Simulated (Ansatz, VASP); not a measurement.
# Cross-check of ZrNi5 (ZrNi5 (F-43m)) between VASP and Ansatz, part 2 of 2

Aim: how closely do two programs agree when they are given the same cell, functional and k mesh? The cell is taken from a series of runs on this material, whose earlier steps may have relaxed, scaled, displaced or heated it; both programs get it as it stands.

VASP 6.6.1 and Ansatz 0.2.0.

So far: The structure; Ansatz: relaxation of cell and atoms, r2SCAN.

### 3. VASP: relaxation of cell and atoms, r2SCAN

Level of this step: r2SCAN, spin-polarised from a ferromagnetic start; plane waves and PAW (Zr_sv, Ni) (VASP).

The same cell, functional, mesh and smearing now go to VASP, with its own data sets.

Lines of VASP's logs that name or quote its potential files are left out, and so is its time.

The input, INCAR:

```
SYSTEM = ZrNi5
PREC = Accurate
ENCUT = 660
EDIFF = 1E-07
NELM = 200
ISMEAR = -1
SIGMA = 0.05
LREAL = .FALSE.
ALGO = Normal
METAGGA = R2SCAN
LASPH = .TRUE.
NBANDS = 43
ISPIN = 2
MAGMOM = -0.11 0.69 0.32 0.32 0.32 0.32
LMAXMIX = 4
LORBIT = 11
LWAVE = .FALSE.
LCHARG = .FALSE.
ISIF = 3
IBRION = 2
NSW = 80
EDIFFG = -0.005
GGA_COMPAT = .FALSE.
NELMIN = 4
LMIXTAU = .TRUE.
KPAR = 2
```

The input, POSCAR:

```
ZrNi5
1.0
    0.0000000000      3.3238180000      3.3238180000
    3.3238180000      0.0000000000      3.3238180000
    3.3238180000      3.3238180000      0.0000000000
Zr Ni
1 5
Direct
    0.0000000000      0.0000000000      0.0000000000
    0.7500000000      0.7500000000      0.7500000000
    0.3765300928      0.8704100225      0.3765300928
    0.3765300928      0.3765300928      0.8704100225
    0.8704100225      0.3765300928      0.3765300928
    0.3765300928      0.3765300928      0.3765300928
```

The input, KPOINTS:

```
Automatic mesh
0
Gamma
10 10 10
0 0 0
```

Potentials, in the order of the species: Zr_sv and Ni (PBE family, release 64).

Launch:

```sh
$ mpirun -np 2 vasp_std
```

Numbers of over 12 decimals in the logs are rounded to 6 here.

Output:

```text
[banner, memory and clock lines left out]
running    2 mpi-ranks, on    1 nodes
 distrk:  each k-point on    1 cores,    2 groups
 distr:  one band on    1 cores,    1 groups

 POSCAR found type information on POSCAR ZrNi
 POSCAR found :  2 types and       6 ions
|                                                                             |
|               ----> ADVICE to this user running VASP <----                  |
|                                                                             |
|     You enforced a specific xc type in the INCAR file but a different       |
|     [... a line on the potential file left out ...]
|     I HOPE YOU KNOW WHAT YOU ARE DOING!                                     |
|                                                                             |

 LDA part: xc-table for (None), standard interpolation
 POSCAR, INCAR and KPOINTS ok, starting setup
 FFT: planning ... GRIDC
 FFT: planning ... GRID_SOFT
 FFT: planning ... GRID
 WAVECAR not read
 entering main loop
       N       E                     dE             d eps       ncg     rms          rms(c)
DAV:   1     0.572796312031E+03    0.57280E+03   -0.33300E+04  8084   0.243E+03
DAV:   2    -0.347426945585E+02   -0.60754E+03   -0.57334E+03  8220   0.486E+02
DAV:   3    -0.992523426313E+02   -0.64510E+02   -0.59002E+02  8521   0.185E+02
DAV:   4    -0.103500950770E+03   -0.42486E+01   -0.41702E+01 12458   0.369E+01
DAV:   5    -0.103599881561E+03   -0.98931E-01   -0.98540E-01 10908   0.503E+00    0.324E+01
DAV:   6    -0.977552197920E+02    0.58447E+01   -0.10207E+02  9324   0.141E+02    0.362E+01
DAV:   7    -0.842774511134E+02    0.13478E+02   -0.35563E+01  9556   0.765E+01    0.638E+00
DAV:   8    -0.857336160804E+02   -0.14562E+01   -0.67763E+00 11046   0.449E+01    0.204E+01
DAV:   9    -0.843893363052E+02    0.13443E+01   -0.87274E+00  9553   0.330E+01    0.558E+00
DAV:  10    -0.843264813735E+02    0.62855E-01   -0.51936E-01  9446   0.860E+00    0.292E+00
DAV:  11    -0.843098780575E+02    0.16603E-01   -0.12554E-01 10259   0.359E+00    0.145E+00
DAV:  12    -0.843180203791E+02   -0.81423E-02   -0.64439E-02 12290   0.245E+00    0.116E+00
DAV:  13    -0.843329510927E+02   -0.14931E-01   -0.28215E-02  9809   0.244E+00    0.127E+00
DAV:  14    -0.843425849738E+02   -0.96339E-02   -0.11635E-02 11672   0.169E+00    0.121E+00
[...]
DAV:  21    -0.843489691448E+02   -0.35954E-05   -0.18972E-05 10860   0.401E-02    0.188E-02
DAV:  22    -0.843489661396E+02    0.30052E-05   -0.55178E-06 11711   0.426E-02    0.113E-02
DAV:  23    -0.843489667865E+02   -0.64689E-06   -0.20739E-06 11348   0.173E-02    0.526E-03
DAV:  24    -0.843489688074E+02   -0.20209E-05   -0.14763E-06  9233   0.164E-02    0.148E-03
DAV:  25    -0.843489699162E+02   -0.11089E-05   -0.49554E-07  7402   0.894E-03    0.123E-03
DAV:  26    -0.843489700869E+02   -0.17063E-06   -0.15950E-07  4648   0.449E-03    0.460E-04
DAV:  27    -0.843489704084E+02   -0.32153E-06   -0.29243E-08  4261   0.233E-03    0.408E-04
DAV:  28    -0.843489703742E+02    0.34215E-07   -0.35004E-08  4225   0.151E-03
   1 F= -.84348970E+02 E0= -.84331243E+02  d E =-.843490E+02  mag=     1.5012
 curvature:   0.00 expect dE= 0.000E+00 dE for cont linesearch  0.000E+00
 trial: gam= 0.00000 g(F)=  0.304E-03 g(S)=  0.101E-04 ort = 0.000E+00 (trialstep = 0.100E+01)
 search vector abs. value=  0.314E-03
 bond charge predicted
       N       E                     dE             d eps       ncg     rms          rms(c)
DAV:   1    -0.843490854240E+02   -0.11502E-03   -0.71335E-02  8351   0.135E+00    0.176E-01
DAV:   2    -0.843495645656E+02   -0.47914E-03   -0.42864E-03  9527   0.772E-01    0.219E-01
DAV:   3    -0.843490650538E+02    0.49951E-03   -0.14879E-03  9257   0.640E-01    0.114E-01
DAV:   4    -0.843490446755E+02    0.20378E-04   -0.50945E-04 10151   0.415E-01    0.648E-02
DAV:   5    -0.843490250915E+02    0.19584E-04   -0.75645E-05 11589   0.151E-01    0.192E-02
DAV:   6    -0.843490233211E+02    0.17704E-05   -0.86027E-06 10058   0.253E-02    0.125E-02
DAV:   7    -0.843490216140E+02    0.17071E-05   -0.17597E-06 12102   0.147E-02    0.661E-03
DAV:   8    -0.843490211585E+02    0.45547E-06   -0.79605E-07  9110   0.120E-02    0.234E-03
DAV:   9    -0.843490208442E+02    0.31433E-06   -0.23225E-07  6196   0.412E-03    0.118E-03
DAV:  10    -0.843490204517E+02    0.39249E-06   -0.50527E-08  4286   0.230E-03    0.431E-04
DAV:  11    -0.843490204098E+02    0.41851E-07   -0.24442E-08  4201   0.142E-03
   2 F= -.84349020E+02 E0= -.84331168E+02  d E =-.500357E-04  mag=     1.4975
 trial-energy change:   -0.000050  1 .order   -0.000055   -0.000314    0.000205
 step:   0.5923(harm=  0.6056)  dis= 0.00066  next Energy=   -84.349062 (dE=-0.921E-04)
 bond charge predicted
       N       E                     dE             d eps       ncg     rms          rms(c)
DAV:   1    -0.843490709317E+02   -0.50480E-04   -0.11881E-02  8354   0.552E-01    0.719E-02
DAV:   2    -0.843491489168E+02   -0.77985E-04   -0.71441E-04  9508   0.316E-01    0.894E-02
DAV:   3    -0.843490689580E+02    0.79959E-04   -0.24850E-04  9260   0.262E-01    0.474E-02
DAV:   4    -0.843490632689E+02    0.56891E-05   -0.85390E-05 10180   0.170E-01    0.260E-02
DAV:   5    -0.843490608664E+02    0.24025E-05   -0.12440E-05 11586   0.607E-02    0.783E-03
DAV:   6    -0.843490608564E+02    0.10072E-07   -0.14174E-06  9954   0.103E-02    0.505E-03
DAV:   7    -0.843490616390E+02   -0.78261E-06   -0.23849E-07  6831   0.606E-03    0.265E-03
DAV:   8    -0.843490619904E+02   -0.35142E-06   -0.15098E-07  4488   0.481E-03    0.102E-03
DAV:   9    -0.843490621477E+02   -0.15730E-06   -0.73727E-08  4233   0.208E-03    0.456E-04
DAV:  10    -0.843490622522E+02   -0.10448E-06   -0.18604E-08  4150   0.111E-03    0.239E-04
DAV:  11    -0.843490622489E+02    0.32751E-08   -0.46483E-09  4141   0.538E-04
   3 F= -.84349062E+02 E0= -.84331261E+02  d E =-.918747E-04  mag=     1.4990
 curvature:  -0.30 expect dE=-0.857E-07 dE for cont linesearch -0.445E-07
 trial: gam=-0.02072 g(F)=  0.197E-06 g(S)=  0.869E-07 ort = 0.680E-05 (trialstep = 0.918E+00)
 search vector abs. value=  0.137E-06
 reached required accuracy - stopping structural energy minimisation
```

OUTCAR, selected parts (step 3):

```text
ion  position               nearest neighbor table
   1  0.000  0.000  0.000-   3 2.76   5 2.76   4 2.76   5 2.76   3 2.76   4 2.76   6 2.76   6 2.76
                             6 2.76   3 2.76   4 2.76   5 2.76   2 2.88   2 2.88   2 2.88   2 2.88
   2  0.750  0.750  0.750-   3 2.75   5 2.75   4 2.75   6 2.75   6 2.75   6 2.75   3 2.75   5 2.75
                             3 2.75   4 2.75   5 2.75   4 2.75   1 2.88   1 2.88   1 2.88   1 2.88
   3  0.377  0.870  0.377-   4 2.32   5 2.32   6 2.32   4 2.38   6 2.38   5 2.38   2 2.75   2 2.75
                             2 2.75   1 2.76   1 2.76   1 2.76
   4  0.377  0.377  0.870-   3 2.32   5 2.32   6 2.32   6 2.38   3 2.38   5 2.38   2 2.75   2 2.75
                             2 2.75   1 2.76   1 2.76   1 2.76
   5  0.870  0.377  0.377-   3 2.32   4 2.32   6 2.32   6 2.38   4 2.38   3 2.38   2 2.75   2 2.75
                             2 2.75   1 2.76   1 2.76   1 2.76
   6  0.377  0.377  0.377-   3 2.32   4 2.32   5 2.32   4 2.38   3 2.38   5 2.38   2 2.75   2 2.75
                             2 2.75   1 2.76   1 2.76   1 2.76

  LATTYP: Found a face centered cubic cell.
 ALAT       =     6.6476360000

 Subroutine GETGRP returns: Found 24 space group operations
 (whereof 24 operations were pure point group operations)

The static configuration has the point symmetry T_d .

 Found     47 irreducible k-points:

   k-points           NKPTS =     47   k-points in BZ     NKDIM =     47   number of bands    NBANDS=     43

   dimension x,y,z NGX =    40 NGY =   40 NGZ =   40
   dimension x,y,z NGXF=    80 NGYF=   80 NGZF=   80

   ENCUT  =  660.0 eV  48.51 Ry    6.96 a.u.   9.85  9.85  9.85*2*pi/ulx,y,z

   NELECT =      62.0000    total number of electrons

 k-points in reciprocal lattice and weights: Automatic mesh
   0.00000000  0.00000000  0.00000000       0.001
   0.10000000  0.00000000  0.00000000       0.008
   0.20000000  0.00000000  0.00000000       0.008
   0.30000000  0.00000000  0.00000000       0.008
   0.40000000  0.00000000  0.00000000       0.008
   0.50000000  0.00000000  0.00000000       0.004
   0.10000000  0.10000000  0.00000000       0.006
   0.20000000  0.10000000  0.00000000       0.024
   0.30000000  0.10000000  0.00000000       0.024
[...]
-0.30000000  0.40000000  0.20000000       0.024
  -0.30000000  0.50000000  0.20000000       0.012

 average (electrostatic) potential at core
       1 -79.1063       2 -86.5850       3 -86.7605       4 -86.7605       5 -86.7605
       6 -86.7605

 E-fermi :   9.6888

 spin component 1
 k-point     1 :       0.0000    0.0000    0.0000
  band No.  band energies     occupation
    ...
     29       9.5684      0.91755
     30       9.5684      0.91754
     31       9.6462      0.70117
     32       9.6462      0.70116
     33       9.6462      0.70115
     34      10.6339      0.00000
     35      11.0692      0.00000
     36      11.0692      0.00000
     37      15.2534      0.00000
     38      15.2534      0.00000
    ...

 k-point     2 :       0.1000    0.0000    0.0000
  band No.  band energies     occupation
    ...
     27       8.6384      1.00000
     28       9.2795      0.99972
     29       9.2795      0.99972
     30       9.3310      0.99922
     31       9.5683      0.91758
     32       9.8071      0.08586
     33       9.8071      0.08586
     34      10.8042      0.00000
     35      11.2022      0.00000
     36      11.2022      0.00000
    ...

 k-point     3 :       0.2000    0.0000    0.0000
  band No.  band energies     occupation
    ...
     27       8.7235      1.00000
     28       8.7235      1.00000
     29       8.9713      1.00000
     30       8.9713      1.00000
     31       9.5683      0.91763
     32       9.9247      0.00886
     33       9.9247      0.00886
     34      11.0132      0.00000
     35      11.4875      0.00000
     36      11.4875      0.00000
    ...

 k-point     4 :       0.3000    0.0000    0.0000
  band No.  band energies     occupation
    ...
     27       8.6850      1.00000
     28       8.6850      1.00000
     29       8.8185      1.00000
     30       8.8185      1.00000
     31       9.5682      0.91770
     32      10.1243      0.00017
     33      10.1243      0.00017
     34      11.0116      0.00000
     35      11.7770      0.00000
     36      11.7770      0.00000
    ...

 k-point     5 :       0.4000    0.0000    0.0000
  band No.  band energies     occupation
    ...
     27       8.6003      1.00000
     28       8.6003      1.00000
     29       8.7309      1.00000
     30       8.7309      1.00000
     31       9.5682      0.91774
     32      10.3948      0.00000
     33      10.3948      0.00000
     34      10.8302      0.00000
     35      12.0255      0.00000
     36      12.0255      0.00000
    ...

 k-point     6 :       0.5000    0.0000    0.0000
  band No.  band energies     occupation
    ...
     27       8.5516      1.00000
     28       8.5516      1.00000
     29       8.6956      1.00000
     30       8.6956      1.00000
     31       9.5682      0.91775
     32      10.5302      0.00000
     33      10.5302      0.00000
     34      10.7144      0.00000
     35      12.1593      0.00000
     36      12.1593      0.00000
    ...

  Total        0.0018982      0.0018982      0.0018982      0.0000000      0.0000000      0.0000000
  in kB        0.0414218      0.0414218      0.0414218      0.0000000      0.0000000      0.0000000
  external PRESSURE =       0.0414218 kB  Pullay stress =       0.0000000 kB

  energy-cutoff  :      660.00
  volume of cell :       73.42
      direct lattice vectors                 reciprocal lattice vectors
     0.000000000  3.323494132  3.323494132    -0.150444075  0.150444075  0.150444075
     3.323494132  0.000000000  3.323494132     0.150444075 -0.150444075  0.150444075
     3.323494132  3.323494132 -0.000000000     0.150444075  0.150444075 -0.150444075

 POSITION                                       TOTAL-FORCE (eV/Angst)
 -----------------------------------------------------------------------------------
      0.00000      0.00000      0.00000        -0.000000     -0.000000      0.000000
      4.98524      4.98524      4.98524        -0.000000     -0.000000      0.000000
      4.14485      2.50214      4.14485         0.000583     -0.000583      0.000583
      4.14485      4.14485      2.50214         0.000583      0.000583     -0.000583
      2.50214      4.14485      4.14485        -0.000583      0.000583      0.000583
      2.50214      2.50214      2.50214        -0.000583     -0.000583     -0.000583
 -----------------------------------------------------------------------------------
    total drift:                               -0.000009     -0.000009     -0.000009

  FREE ENERGIE OF THE ION-ELECTRON SYSTEM (eV)
  ---------------------------------------------------
  free  energy   TOTEN  =       -84.3490622489 eV

  energy  without entropy=      -84.3134590901  energy(sigma->0) =      -84.33126067

 reached required accuracy - stopping structural energy minimisation

 total charge
# of ion       s       p       d       tot
------------------------------------------
    1        2.196   6.007   1.534   9.737
    2        0.464   0.388   8.302   9.153
    3        0.577   0.566   8.380   9.524
    4        0.577   0.566   8.380   9.524
    5        0.577   0.566   8.380   9.524
    6        0.577   0.566   8.380   9.524
--------------------------------------------------
tot          4.970   8.659  43.357  56.986

 magnetization (x)
# of ion       s       p       d       tot
------------------------------------------
    1       -0.007  -0.009  -0.108  -0.124
    2        0.006  -0.022   0.652   0.637
    3        0.001  -0.023   0.309   0.287
    4        0.001  -0.023   0.309   0.287
    5        0.001  -0.023   0.309   0.287
    6        0.001  -0.023   0.309   0.287
--------------------------------------------------
tot          0.002  -0.121   1.781   1.662

[... 6 further parts left out ...]
```

CONTCAR:

```
ZrNi5
   1.00000000000000
     0.0000000000000000    3.3234941319615592    3.3234941319615592
     3.3234941319615592    0.0000000000000000    3.3234941319615592
     3.3234941319615592    3.3234941319615592   -0.0000000000000000
  Zr              Ni
     1     5
Direct
     0.0000000000000000    0.0000000000000000    0.0000000000000000
     0.7500000000000000    0.7500000000000000    0.7500000000000000
     0.3764315687567588    0.8707055946297361    0.3764315687567588
     0.3764315687567588    0.3764315687567588    0.8707055946297361
     0.8707055946297361    0.3764315687567588    0.3764315687567588
     0.3764315687567588    0.3764315687567588    0.3764315687567588
```

SCAN-type functionals tend to overstate the moments of itinerant magnets.

### 4. Side by side

Known differences besides the potentials themselves: VASP starts from the moments at which Ansatz ended; VASP keeps PBE cores, Ansatz makes them for the functional; the data sets hold 102 valence electrons in Ansatz (on its PAW soft_1 files) and 62 in VASP; the cutoff is 500 eV in Ansatz and 660 eV in VASP; Ansatz adds a Pulay correction to the stress that steers its cell, VASP none; site moments are counted in spheres of each program's own size. Total energies have different zeros and are not compared.

The two programs side by side:

| quantity | Ansatz | VASP | difference |
| --- | --- | --- | --- |
| volume (Å³) | 73.48 | 73.42 | +0.08 % |
| edge a after relaxation, in the typed setting (Å) | 4.701 | 4.700 | +0.03 % |
| total moment (μB) | 1.54 | 1.50 | +0.05 |
| moment on Ni2 (μB) | 0.69 | 0.64 | +0.05 |
| moment on Ni3 (μB) | 0.32 | 0.29 | +0.03 |
| moment on Ni4 (μB) | 0.32 | 0.29 | +0.03 |
| moment on Ni5 (μB) | 0.32 | 0.29 | +0.03 |
| moment on Ni6 (μB) | 0.32 | 0.29 | +0.03 |
| moment on Zr1 (μB) | -0.11 | -0.12 | +0.01 |

### 5. Results

| Property | Result |
| --- | --- |
| difference in volume (relaxation of cell and atoms, r2SCAN) | 0.076 % |

What this shows: The difference in volume is 0.076 % (relaxation of cell and atoms, r2SCAN), within the 1.2 % picked in this series as the mark of a large difference, as far as the stopping tolerances let one tell. The data sets hold unlike numbers of valence electrons (102 in Ansatz and 62 in VASP), so part of the differences comes from the potentials. Such differences can come from data sets, numerical settings and the points named under the comparisons, not from the functional's error against experiment.

[Lines on the potential files, build, host, timing and source positions are cut from VASP's logs without a mark.]

[Logs are printed without paths, hosts, clocks, repeated set-up lines and the standing remarks that a program may print on its own settings, such as how far it seeks lower states.]

[Hosts, paths, dates, database ids (printed as entryN), source tags and the programs' standing remarks are cut or masked in the printed files.]
